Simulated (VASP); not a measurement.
Energy against volume of CsSnI3 (cubic perovskite). Computed with r2SCAN meta-GGA, VASP's PBE PAW potentials (set 64) (plane waves; VASP). Settings: 520 eV cut-off, 4×4×4 Γ-centred mesh, Gaussian smearing of 0.050 eV, potentials Cs_sv Sn_d I.

| V (Å³/atom) | E (eV/atom) |
|---|---|
| 45.812 | -25.71579 |
| 47.229 | -25.72372 |
| 48.646 | -25.72634 |
| 50.063 | -25.72440 |

Task: Fit these four points and predict the energy of the run at 44.395 Å³/atom.

Result: A cubic in V^(−2/3), the third-order Birch-Murnaghan form, passes through the four points with V0 = 48.72 Å³/atom and B0 = 18 GPa, and gives -25.7017 eV/atom there. The run gave -25.7015 eV/atom, +0.2 meV/atom from the fit; all five points give B0 = 17 GPa.

The compound is CsSnI3 in the cubic perovskite structure, the ideal cubic form; the compound distorts at low or room temperature. It was relaxed first.
